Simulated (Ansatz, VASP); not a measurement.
## Cross-check of SrTiO3 between VASP and Ansatz

One calculation is typed for both programs; each brings its own data sets. How far apart do they land? The cell is taken from a series of runs on this material, whose earlier steps may have relaxed, scaled, displaced or heated it; both programs get it as it stands.

Calculated with Ansatz 0.2.0; plane waves, with VASP 6.6.1 beside it; relaxation of cell and atoms at r2SCAN.

## (1) Starting point

Symmetry: Pm-3m, No. 221, cubic system. The conventional cell has a = 3.905 Å, b = 3.905 Å, c = 3.905 Å, α = 90.00°, β = 90.00°, γ = 90.00°. Sr has 12 O at 2.76 Å nearest. Nearest to Ti lie 6 O at 1.95 Å. O has 2 Ti at 1.95 Å and 4 Sr at 2.76 Å nearest. Farther neighbours and most contacts between anions are not listed.

Structure file:

```cif
data_structure
_symmetry_space_group_name_H-M 'P 1'
_symmetry_Int_Tables_number 1
_cell_length_a 3.9050
_cell_length_b 3.9050
_cell_length_c 3.9050
_cell_angle_alpha 90.000
_cell_angle_beta 90.000
_cell_angle_gamma 90.000
_cell_volume 59.55
loop_
_atom_site_label
_atom_site_type_symbol
_atom_site_fract_x
_atom_site_fract_y
_atom_site_fract_z
_atom_site_occupancy
Sr1 Sr 0.00000 0.00000 0.00000 1
Ti2 Ti 0.50000 0.50000 0.50000 1
O3 O 0.50000 0.50000 0.00000 1
O4 O 0.50000 0.00000 0.50000 1
O5 O 0.00000 0.50000 0.50000 1
```

## (2) VASP: relaxation of cell and atoms, r2SCAN

The relaxed volume is the usual yardstick between codes: in a stiff, nearly cubic crystal its relative difference is about their pressure difference at one cell divided by the bulk modulus.

Lines of VASP's logs that name or quote its potential files are left out, and so is its time.

INCAR reads:

```
SYSTEM = SrTiO3
PREC = Accurate
ENCUT = 660
EDIFF = 1E-07
NELM = 120
ISMEAR = -1
SIGMA = 0.02
LREAL = .FALSE.
ALGO = Normal
METAGGA = R2SCAN
LASPH = .TRUE.
NBANDS = 26
LORBIT = 11
LWAVE = .FALSE.
LCHARG = .FALSE.
ISIF = 3
IBRION = 2
NSW = 80
EDIFFG = -0.005
GGA_COMPAT = .FALSE.
NELMIN = 4
EFERMI = MIDGAP
LMIXTAU = .TRUE.
KPAR = 2
```

POSCAR reads:

```
SrTiO3
1.0
    3.9050000000      0.0000000000      0.0000000000
    0.0000000000      3.9050000000      0.0000000000
    0.0000000000      0.0000000000      3.9050000000
Sr Ti O
1 1 3
Direct
    0.0000000000      0.0000000000      0.0000000000
    0.5000000000      0.5000000000      0.5000000000
    0.5000000000      0.5000000000      0.0000000000
    0.5000000000      0.0000000000      0.5000000000
    0.0000000000      0.5000000000      0.5000000000
```

KPOINTS reads:

```
Automatic mesh
0
Gamma
7 7 7
0 0 0
```

The projector-augmented-wave data sets are Sr_sv, Ti_sv and O (PBE family, release 64).

Command:

```console
> mpirun -np 2 vasp_std
```

Numbers of over 12 decimals in the logs are rounded to 6 here.

The program printed:

```text
[banner, memory and clock lines left out]
running    2 mpi-ranks, on    1 nodes
 distrk:  each k-point on    1 cores,    2 groups
 distr:  one band on    1 cores,    1 groups

 POSCAR found type information on POSCAR SrTiO
 POSCAR found :  3 types and       5 ions
|                                                                             |
|               ----> ADVICE to this user running VASP <----                  |
|                                                                             |
|     You enforced a specific xc type in the INCAR file but a different       |
|     [... a line on the potential file left out ...]
|     I HOPE YOU KNOW WHAT YOU ARE DOING!                                     |
|                                                                             |

 LDA part: xc-table for (None), standard interpolation
 POSCAR, INCAR and KPOINTS ok, starting setup
 FFT: planning ... GRIDC
 FFT: planning ... GRID_SOFT
 FFT: planning ... GRID
 WAVECAR not read
 entering main loop
       N       E                     dE             d eps       ncg     rms          rms(c)
DAV:   1     0.479187895249E+03    0.47919E+03   -0.25413E+04  1040   0.209E+03
DAV:   2    -0.293502173028E+02   -0.50854E+03   -0.49330E+03  1186   0.525E+02
DAV:   3    -0.832698150596E+02   -0.53920E+02   -0.53510E+02  1470   0.160E+02
DAV:   4    -0.861466409234E+02   -0.28768E+01   -0.28709E+01  1584   0.321E+01
DAV:   5    -0.862363216006E+02   -0.89681E-01   -0.89628E-01  1496   0.488E+00    0.266E+01
DAV:   6    -0.636283128236E+02    0.22608E+02   -0.41021E+01  1524   0.725E+01    0.129E+01
DAV:   7    -0.626186122786E+02    0.10097E+01   -0.39843E+00  1226   0.139E+01    0.740E+00
DAV:   8    -0.670711934920E+02   -0.44526E+01   -0.14062E+00  1216   0.115E+01    0.190E+00
DAV:   9    -0.622335062991E+02    0.48377E+01   -0.11521E+00  1162   0.982E+00    0.133E+00
DAV:  10    -0.631591740540E+02   -0.92567E+00   -0.29721E-01  1252   0.474E+00    0.914E-01
DAV:  11    -0.631562295372E+02    0.29445E-02   -0.73519E-03  1568   0.632E-01    0.783E-01
DAV:  12    -0.633072745104E+02   -0.15104E+00   -0.31762E-02  1100   0.201E+00    0.332E-01
DAV:  13    -0.633427450178E+02   -0.35471E-01   -0.17146E-02  1110   0.124E+00    0.147E-01
DAV:  14    -0.633438103630E+02   -0.10653E-02   -0.17323E-03  1546   0.490E-01    0.106E-01
DAV:  15    -0.633425879104E+02    0.12225E-02   -0.83075E-04  1142   0.274E-01    0.765E-02
DAV:  16    -0.633436446507E+02   -0.10567E-02   -0.10025E-03  1272   0.306E-01    0.526E-02
DAV:  17    -0.633439415130E+02   -0.29686E-03   -0.29261E-04  1096   0.206E-01    0.197E-02
DAV:  18    -0.633439543002E+02   -0.12787E-04   -0.25191E-05  1496   0.503E-02    0.126E-02
DAV:  19    -0.633439531894E+02    0.11108E-05   -0.42189E-06  1676   0.169E-02    0.702E-03
DAV:  20    -0.633439539328E+02   -0.74339E-06   -0.29560E-06  1264   0.188E-02    0.351E-03
DAV:  21    -0.633439545494E+02   -0.61658E-06   -0.34337E-07  1044   0.617E-03    0.192E-03
DAV:  22    -0.633439545190E+02    0.30422E-07   -0.69230E-08   626   0.246E-03
   1 F= -.63343955E+02 E0= -.63343955E+02  d E =-.633440E+02
 curvature:   0.00 expect dE= 0.000E+00 dE for cont linesearch  0.000E+00
 trial: gam= 0.00000 g(F)=  0.000E+00 g(S)=  0.406E-02 ort = 0.000E+00 (trialstep = 0.100E+01)
 search vector abs. value=  0.406E-02
 bond charge predicted
       N       E                     dE             d eps       ncg     rms          rms(c)
DAV:   1    -0.633730586331E+02   -0.29104E-01   -0.86563E-01  1176   0.959E+00    0.155E+00
DAV:   2    -0.633477286929E+02    0.25330E-01   -0.93001E-02  1222   0.292E+00    0.585E-01
DAV:   3    -0.633442440303E+02    0.34847E-02   -0.33780E-02  1326   0.111E+00    0.159E-01
DAV:   4    -0.633433929915E+02    0.85104E-03   -0.39345E-03  1136   0.474E-01    0.104E-01
DAV:   5    -0.633436005166E+02   -0.20753E-03   -0.12721E-03  1776   0.331E-01    0.750E-02
DAV:   6    -0.633437757119E+02   -0.17520E-03   -0.40854E-04  1496   0.120E-01    0.674E-02
DAV:   7    -0.633437428650E+02    0.32847E-04   -0.11454E-04  1266   0.107E-01    0.212E-02
DAV:   8    -0.633438105909E+02   -0.67726E-04   -0.14943E-04  1400   0.124E-01    0.108E-02
DAV:   9    -0.633438262473E+02   -0.15656E-04   -0.28611E-05  1500   0.383E-02    0.541E-03
DAV:  10    -0.633438257092E+02    0.53810E-06   -0.20464E-06  1278   0.122E-02    0.387E-03
DAV:  11    -0.633438257142E+02   -0.50677E-08   -0.47348E-07  1144   0.810E-03
   2 F= -.63343826E+02 E0= -.63343826E+02  d E =0.128805E-03
 trial-energy change:    0.000129  1 .order    0.000076   -0.004064    0.004215
 step:   0.4812(harm=  0.4909)  dis= 0.00000  next Energy=   -63.344926 (dE=-0.972E-03)
 bond charge predicted
       N       E                     dE             d eps       ncg     rms          rms(c)
DAV:   1    -0.633528347798E+02   -0.90091E-02   -0.23317E-01  1172   0.494E+00    0.813E-01
DAV:   2    -0.633459143172E+02    0.69205E-02   -0.24621E-02  1230   0.155E+00    0.301E-01
DAV:   3    -0.633449794933E+02    0.93482E-03   -0.87576E-03  1324   0.587E-01    0.821E-02
DAV:   4    -0.633447783185E+02    0.20117E-03   -0.89567E-04  1152   0.229E-01    0.487E-02
DAV:   5    -0.633448201104E+02   -0.41792E-04   -0.58096E-04  1716   0.211E-01    0.426E-02
DAV:   6    -0.633448986362E+02   -0.78526E-04   -0.13852E-04  1274   0.104E-01    0.365E-02
DAV:   7    -0.633449027604E+02   -0.41242E-05   -0.21595E-05  1306   0.399E-02    0.191E-02
DAV:   8    -0.633449220727E+02   -0.19312E-04   -0.17251E-05  1384   0.370E-02    0.501E-03
DAV:   9    -0.633449254430E+02   -0.33703E-05   -0.64130E-06  1528   0.148E-02    0.238E-03
DAV:  10    -0.633449261778E+02   -0.73479E-06   -0.84167E-07  1224   0.792E-03    0.118E-03
DAV:  11    -0.633449264968E+02   -0.31901E-06   -0.21616E-07   738   0.430E-03    0.703E-04
DAV:  12    -0.633449265232E+02   -0.26474E-07   -0.22832E-08   604   0.138E-03
   3 F= -.63344927E+02 E0= -.63344927E+02  d E =-.972004E-03
 curvature:  -0.25 expect dE=-0.174E-06 dE for cont linesearch -0.174E-06
 trial: gam=-0.01302 g(F)=  0.212E-64 g(S)=  0.708E-06 ort = 0.536E-04 (trialstep = 0.896E+00)
 search vector abs. value=  0.223E-09
 reached required accuracy - stopping structural energy minimisation
```

OUTCAR, selected parts (step 2):

```text
ion  position               nearest neighbor table
   1  0.000  0.000  0.000-   3 2.76   4 2.76   5 2.76   4 2.76   5 2.76   3 2.76   5 2.76   5 2.76
                             3 2.76   4 2.76   4 2.76   3 2.76   2 3.38   2 3.38   2 3.38   2 3.38
   2  0.500  0.500  0.500-   3 1.95   4 1.95   5 1.95   3 1.95   4 1.95   5 1.95   1 3.38   1 3.38
                             1 3.38   1 3.38   1 3.38   1 3.38   1 3.38   1 3.38
   3  0.500  0.500  0.000-   2 1.95   2 1.95   1 2.76   1 2.76   1 2.76   1 2.76
   4  0.500  0.000  0.500-   2 1.95   2 1.95   1 2.76   1 2.76   1 2.76   1 2.76
   5  0.000  0.500  0.500-   2 1.95   2 1.95   1 2.76   1 2.76   1 2.76   1 2.76

  LATTYP: Found a simple cubic cell.
 ALAT       =     3.9050000000

 Subroutine GETGRP returns: Found 48 space group operations
 (whereof 48 operations were pure point group operations)

The static configuration has the point symmetry O_h .

 Found     20 irreducible k-points:

   k-points           NKPTS =     20   k-points in BZ     NKDIM =     20   number of bands    NBANDS=     26

   dimension x,y,z NGX =    36 NGY =   36 NGZ =   36
   dimension x,y,z NGXF=    72 NGYF=   72 NGZF=   72

   ENCUT  =  660.0 eV  48.51 Ry    6.96 a.u.   8.18  8.18  8.18*2*pi/ulx,y,z

   NELECT =      40.0000    total number of electrons

 k-points in reciprocal lattice and weights: Automatic mesh
   0.00000000  0.00000000  0.00000000       0.003
   0.14285714  0.00000000  0.00000000       0.017
   0.28571429  0.00000000  0.00000000       0.017
   0.42857143  0.00000000  0.00000000       0.017
   0.14285714  0.14285714  0.00000000       0.035
   0.28571429  0.14285714  0.00000000       0.070
   0.42857143  0.14285714  0.00000000       0.070
   0.28571429  0.28571429  0.00000000       0.035
   0.42857143  0.28571429  0.00000000       0.070
[...]
0.42857143  0.42857143  0.28571429       0.070
   0.42857143  0.42857143  0.42857143       0.023

 average (electrostatic) potential at core
       1 -39.1620       2 -81.1906       3 -73.1917       4 -73.1917       5 -73.1917

 E-fermi :   4.9028

 k-point     1 :       0.0000    0.0000    0.0000
  band No.  band energies     occupation
    ...
     16       2.5985      2.00000
     17       2.5985      2.00000
     18       3.4174      2.00000
     19       3.4174      2.00000
     20       3.4174      2.00000
     21       6.0696      0.00000
     22       6.0696      0.00000
     23       6.0696      0.00000
     24       8.3645      0.00000
     25       8.3645      0.00000
    ...

 k-point     2 :       0.1429    0.0000    0.0000
  band No.  band energies     occupation
    ...
     16       2.3580      2.00000
     17       2.4309      2.00000
     18       2.8317      2.00000
     19       3.3000      2.00000
     20       3.3000      2.00000
     21       6.0987      0.00000
     22       6.4904      0.00000
     23       6.4904      0.00000
     24       8.3685      0.00000
     25       8.9692      0.00000
    ...

 k-point     3 :       0.2857    0.0000    0.0000
  band No.  band energies     occupation
    ...
     16       1.8700      2.00000
     17       1.9129      2.00000
     18       2.0917      2.00000
     19       3.1385      2.00000
     20       3.1385      2.00000
     21       6.1659      0.00000
     22       7.2934      0.00000
     23       7.2934      0.00000
     24       8.3747      0.00000
     25       9.9696      0.00000
    ...

  Total        0.0049441      0.0049441      0.0049441     -0.0000000      0.0000000      0.0000000
  in kB        0.1323343      0.1323343      0.1323343     -0.0000000      0.0000000      0.0000000
  external PRESSURE =       0.1323343 kB  Pullay stress =       0.0000000 kB

  energy-cutoff  :      660.00
  volume of cell :       59.86
      direct lattice vectors                 reciprocal lattice vectors
     3.911793738 -0.000000000  0.000000000     0.255637200  0.000000000  0.000000000
    -0.000000000  3.911793738  0.000000000     0.000000000  0.255637200  0.000000000
    -0.000000000 -0.000000000  3.911793738    -0.000000000 -0.000000000  0.255637200

 POSITION                                       TOTAL-FORCE (eV/Angst)
 -----------------------------------------------------------------------------------
      0.00000      0.00000      0.00000         0.000000      0.000000      0.000000
      1.95590      1.95590      1.95590        -0.000000     -0.000000      0.000000
      1.95590      1.95590      0.00000         0.000000      0.000000      0.000000
      1.95590     -0.00000      1.95590         0.000000     -0.000000      0.000000
     -0.00000      1.95590      1.95590        -0.000000     -0.000000      0.000000
 -----------------------------------------------------------------------------------
    total drift:                                0.000000      0.000000      0.000000

  FREE ENERGIE OF THE ION-ELECTRON SYSTEM (eV)
  ---------------------------------------------------
  free  energy   TOTEN  =       -63.3449265232 eV

  energy  without entropy=      -63.3449265232  energy(sigma->0) =      -63.34492652

 reached required accuracy - stopping structural energy minimisation

 total charge
# of ion       s       p       d       tot
------------------------------------------
    1        1.998   5.885   0.183   8.066
    2        2.225   6.316   1.684  10.225
    3        1.564   3.524   0.000   5.088
    4        1.564   3.524   0.000   5.088
    5        1.564   3.524   0.000   5.088
--------------------------------------------------
tot          8.914  22.774   1.867  33.555

[... 3 further parts left out ...]
```

This run has no spin polarisation, so a moment on Ti, if there is one, isn't seen.

[end of part 1 of 2]

[Lines on the potential files, build, host, timing and source positions are cut from VASP's logs without a mark.]

[Logs are printed without paths, hosts, clocks, repeated set-up lines and the standing remarks that a program may print on its own settings, such as how far it seeks lower states.]

[Hosts, paths, dates, database ids (printed as entryN), source tags and the programs' standing remarks are cut or masked in the printed files.]
